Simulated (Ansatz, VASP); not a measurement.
# Pt in two plane-wave programs, part 2 of 2

Aim: how closely do two programs agree when they are given the same cell, functional and k mesh? Of the first pair: The cell is taken from a series of runs on this material, whose earlier steps may have relaxed, scaled, displaced or heated it; both programs get it as it stands.

VASP 6.6.1 and Ansatz 0.2.0.

So far: The starting structure; Ansatz: relaxation of cell and atoms, PBEsol; VASP: relaxation of cell and atoms, PBEsol; Comparison; Ansatz: relaxation, PBEsol.

### 6. VASP: single point, PBEsol, pair 2

Level of this step: PBEsol; plane waves and PAW (Pt) (VASP).

The same cell, functional, mesh and smearing now go to VASP, with its own data sets.

The input, INCAR:

```
SYSTEM = Pt
PREC = Accurate
ENCUT = 500
EDIFF = 1E-06
NELM = 120
ISMEAR = -1
SIGMA = 0.05
LREAL = .FALSE.
ALGO = Normal
GGA = PS
NBANDS = 11
LASPH = .TRUE.
LORBIT = 11
LWAVE = .FALSE.
LCHARG = .FALSE.
ISIF = 2
GGA_COMPAT = .FALSE.
KPAR = 2
```

The input, POSCAR:

```
Pt
1.0
    0.0000000000      1.9480987138      1.9480987138
    1.9480987138      0.0000000000      1.9480987138
    1.9480987138      1.9480987138      0.0000000000
Pt
1
Direct
    0.0000000000      0.0000000000      0.0000000000
```

The input, KPOINTS:

```
Automatic mesh
0
Gamma
19 19 19
0 0 0
```

PAW data sets: Pt (PBE family, release 64).

Launch:

```bash
$ mpirun -np 2 vasp_std
```

Numbers of over 12 decimals in the logs are rounded to 6 here.

The log of the run:

```text
[banner, memory and clock lines left out]
running    2 mpi-ranks, on    1 nodes
[...]
[... a notice as in an earlier step ...]

 LDA part: xc-table for (Slater+PW92), standard interpolation
 POSCAR, INCAR and KPOINTS ok, starting setup
[...]
entering main loop
       N       E                     dE             d eps       ncg     rms          rms(c)
DAV:   1     0.381450141011E+02    0.38145E+02   -0.51993E+03  4928   0.815E+02
DAV:   2    -0.681866944121E+01   -0.44964E+02   -0.43262E+02  5554   0.176E+02
DAV:   3    -0.741674267014E+01   -0.59807E+00   -0.58755E+00  5604   0.191E+01
DAV:   4    -0.741904353561E+01   -0.23009E-02   -0.23007E-02  5597   0.140E+00
[...]
DAV:   9    -0.696882229139E+01    0.32626E-03   -0.28277E-04  5386   0.154E-01    0.311E-02
DAV:  10    -0.696882688138E+01   -0.45900E-05   -0.47156E-06  6162   0.155E-02    0.575E-03
DAV:  11    -0.696882716306E+01   -0.28168E-06   -0.52900E-08  3008   0.210E-03
   1 F= -.69688272E+01 E0= -.69610022E+01  d E =-.156500E-01
```

Parts of OUTCAR (step 6):

```text
  Total        0.4309728      0.4309728      0.4309728      0.0000000      0.0000000      0.0000000
  in kB       46.6979266     46.6979266     46.6979266      0.0000000      0.0000000      0.0000000
  external PRESSURE =      46.6979266 kB  Pullay stress =       0.0000000 kB

 POSITION                                       TOTAL-FORCE (eV/Angst)
 -----------------------------------------------------------------------------------
      0.00000      0.00000      0.00000         0.000000      0.000000     -0.000000
 -----------------------------------------------------------------------------------
    total drift:                               -0.000000     -0.000000     -0.000000

  FREE ENERGIE OF THE ION-ELECTRON SYSTEM (eV)
  ---------------------------------------------------
  free  energy   TOTEN  =        -6.9688271631 eV

  energy  without entropy=       -6.9531771682  energy(sigma->0) =       -6.96100217

[... 1 part as in an earlier step ...]

[... 2 further parts left out ...]
[key lines of the parts left out:]
E-fermi :  11.4705
```

The run ends at a pressure of 4.67 GPa.

### 7. Comparison

What differs besides the data sets and the points named for the pairs above, as far as they apply: the data sets hold 18 valence electrons in Ansatz (on its PAW soft_1 files) and 10 in VASP; Ansatz's pressure holds a Pulay correction, VASP's none. Total energies have different zeros and are not compared.

Compared:

```
      quantity  Ansatz  VASP  difference
pressure (GPa)    5.01  4.67       +0.34
```

### 8. Ansatz: relaxation, PBEsol

This run makes the geometry at which the two programs are then compared. The cell compared in this pair holds 15.25 Å³, against 14.79 Å³ for the pair before.

The structure compared here is the end of the Ansatz relaxation.

The input, input.yaml:

```yaml
crystal:
  lattice:
    - [0.0, 1.9589614443, 1.9589614443]
    - [1.9589614443, 0.0, 1.9589614443]
    - [1.9589614443, 1.9589614443, 0.0]
  atoms:
    - { symbol: Pt, position: [0.0, 0.0, 0.0] }
kpoints:
  mp_grid: { grid: [19, 19, 19] }
scf:
  occupations: { method: fermi_dirac, width: 0.05 }
hamiltonian:
  xc: pbesol
  pseudopotentials: { kind: paw, azcp: { folder: soft_1 }, xc_functional: pbe }
basis:
  ecutwfc: 600
output:
  forces: true
  stress: true
relax:
  f_tol: 0.005
  max_steps: 70
  cell: { stress_tol: 0.02, p_target: -4 }
```

Launch:

```bash
$ ansatz run input.yaml --threads 4 --pin off --max-ram 10240MiB --backend cpu --events-out ev --progress --plain --runs-dir out
```

The log of the run:

```text
[...]
Crystal: 1 atoms, lattice volume = 15.035 Å³
Basis set: ecut = 600 eV, 531 PW (Γ), exchange–correlation on 48×48×48 points (8 copies of the dense FFT grid, shifted against one another)
Bands: 13, of which v1, the nominal top of the filled ones, is band 9 counted from 1 (8 counted from 0)
Symmetry: 48 space group operations
[...]
k-points: 220 of 6859
[...]
--- Stress (GPa, compression-positive) ---
       -4.006974      -0.000000      -0.000000
       -0.000000      -4.006974      -0.000000
        0.000000      -0.000000      -4.006974
  P = ⅓ Tr σ = -4.0070 GPa (-40.070 kbar)
--- Relaxed structure (4 steps of the walk, 3 accepted, 1 SCFs on fresh bases) ---
[...]
cell:  # Å, volume = 15.2544 Å³
    - [0, 1.968438, 1.968438]
    - [1.968438, 0, 1.968438]
    - [1.968438, 1.968438, 0]
  atoms:
    - { symbol: Pt, position: [0.0, 0.0, 0.0] }
[key lines of the parts left out:]
SCF converged after 5 iterations
Free energy (F): -12385.392946 eV
Fermi energy:    22.860359 eV
```

### 9. VASP: single point, PBEsol, pair 3

The same cell, functional, mesh and smearing now go to VASP, with its own data sets.

INCAR is that of step 6.

The input, POSCAR:

```
Pt
1.0
    0.0000000000      1.9684382174      1.9684382174
    1.9684382174      0.0000000000      1.9684382174
    1.9684382174      1.9684382174      0.0000000000
Pt
1
Direct
    0.0000000000      0.0000000000      0.0000000000
```

KPOINTS is that of step 6.

Launch:

```bash
$ mpirun -np 2 vasp_std
```

The log of the run:

```text
[... set-up lines as in an earlier step ...]
 entering main loop
       N       E                     dE             d eps       ncg     rms          rms(c)
DAV:   1     0.361657457925E+02    0.36166E+02   -0.51833E+03  4984   0.811E+02
DAV:   2    -0.685805270382E+01   -0.43024E+02   -0.41253E+02  5571   0.172E+02
DAV:   3    -0.742424420324E+01   -0.56619E+00   -0.56181E+00  5663   0.183E+01
DAV:   4    -0.742642443975E+01   -0.21802E-02   -0.21801E-02  5578   0.135E+00
[...]
DAV:   9    -0.696919694459E+01    0.28957E-03   -0.21148E-04  5407   0.133E-01    0.335E-02
DAV:  10    -0.696920070460E+01   -0.37600E-05   -0.39108E-06  6017   0.140E-02    0.579E-03
DAV:  11    -0.696920085796E+01   -0.15336E-06   -0.48959E-08  2942   0.207E-03
   1 F= -.69692009E+01 E0= -.69609598E+01  d E =-.164821E-01
```

Parts of OUTCAR (step 9):

```text
  Total       -0.4145228     -0.4145228     -0.4145228     -0.0000000      0.0000000      0.0000000
  in kB      -43.5375119    -43.5375119    -43.5375119     -0.0000000      0.0000000      0.0000000
  external PRESSURE =     -43.5375119 kB  Pullay stress =       0.0000000 kB

  FREE ENERGIE OF THE ION-ELECTRON SYSTEM (eV)
  ---------------------------------------------------
  free  energy   TOTEN  =        -6.9692008580 eV

  energy  without entropy=       -6.9527187612  energy(sigma->0) =       -6.96095981

[... 2 parts as in an earlier step ...]

[... 2 further parts left out ...]
[key lines of the parts left out:]
E-fermi :  10.8646
```

The run ends at a pressure of -4.35 GPa.

### 10. Side by side

What differs besides the data sets and the points named for the pairs above, as far as they apply: the data sets hold 18 valence electrons in Ansatz (on its PAW soft_1 files) and 10 in VASP. Total energies have different zeros and are not compared.

Both answers:

```
      quantity  Ansatz   VASP  difference
pressure (GPa)   -4.01  -4.35       +0.35
```

### 11. Results

* difference in volume (relaxation of cell and atoms, PBEsol): 0.12 %
* difference in pressure (single point, PBEsol, pair 2): 0.34 GPa
* difference in pressure (single point, PBEsol, pair 3): 0.35 GPa

In words: The difference in pressure is 0.35 GPa (single point, PBEsol, pair 3), within the 1 GPa picked in this series as the mark of a large difference. The data sets hold unlike numbers of valence electrons (18 in Ansatz and 10 in VASP), so part of the differences comes from the potentials. 4 further runs of this series are not shown here. How closely two codes agree says nothing of how well the functional describes the real material.

[Lines on the potential files, build, host, timing and source positions are cut from VASP's logs without a mark.]

[Logs are printed without paths, hosts, clocks, repeated set-up lines and the standing remarks that a program may print on its own settings, such as how far it seeks lower states.]

[Hosts, paths, dates, database ids (printed as entryN), source tags and the programs' standing remarks are cut or masked in the printed files.]
